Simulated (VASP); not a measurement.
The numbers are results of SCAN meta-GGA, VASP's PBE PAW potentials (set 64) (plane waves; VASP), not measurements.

A VASP calculation is set up with these files.

POSCAR:
```
Be
1.0
  1.1119766360  -1.9259998637   0.0000000000
  1.1119766360   1.9259998637   0.0000000000
  0.0000000000   0.0000000000   3.4786371476
Be
2
direct
  0.3333330000   0.6666670000   0.2500000000
  0.6666670000   0.3333330000   0.7500000000
```

### KPOINTS
```
kpoints
0
G
  18 18 10
```

### INCAR
```
SYSTEM = Be
PREC = Accurate
ENCUT = 520
EDIFF = 1E-7
NELM = 100
ALGO = Normal
LREAL = .FALSE.
LASPH = .TRUE.
ISMEAR = 1
SIGMA = 0.1
METAGGA = SCAN
LMIXTAU = .TRUE.
LWAVE = .FALSE.
LCHARG = .FALSE.
ISIF = 4
IBRION = 2
NSW = 30
EDIFFG = -0.01
```

POTCAR, in this order: Be (PBE.64 set). Program: vasp_std.

Predict the energy per atom (σ→0), band gap (on the k-mesh).

```json
{
  "energy per atom (σ→0)": "-4.348 eV/atom",
  "band gap (on the k-mesh)": "none (metal, semimetal or under 0.01 eV)"
}
```

**OSZICAR**
```
...
DAV:   2    -0.869627917857E+01    0.42350E-06   -0.28187E-06  3114   0.162E-02    0.496E-03
DAV:   3    -0.869627909843E+01    0.80146E-07   -0.20951E-05  2844   0.445E-02    0.148E-03
DAV:   4    -0.869628222448E+01   -0.31261E-05   -0.29659E-06  3390   0.164E-02    0.227E-03
DAV:   5    -0.869628167175E+01    0.55273E-06   -0.19224E-06  2742   0.135E-02    0.142E-03
DAV:   6    -0.869627920204E+01    0.24697E-05   -0.39828E-06  2742   0.188E-02    0.364E-04
DAV:   7    -0.869627906926E+01    0.13278E-06   -0.43685E-08  2742   0.297E-03    0.349E-04
DAV:   8    -0.869627901927E+01    0.49984E-07   -0.15449E-07  2790   0.384E-03
   3 F= -.86962790E+01 E0= -.86962059E+01  d E =-.103002E-02
```

The compound is Be in the hcp structure. This cell is one point of a volume scan, at 0.94 of the reference volume. Symmetry was kept, so distortions that lower it aren't found.
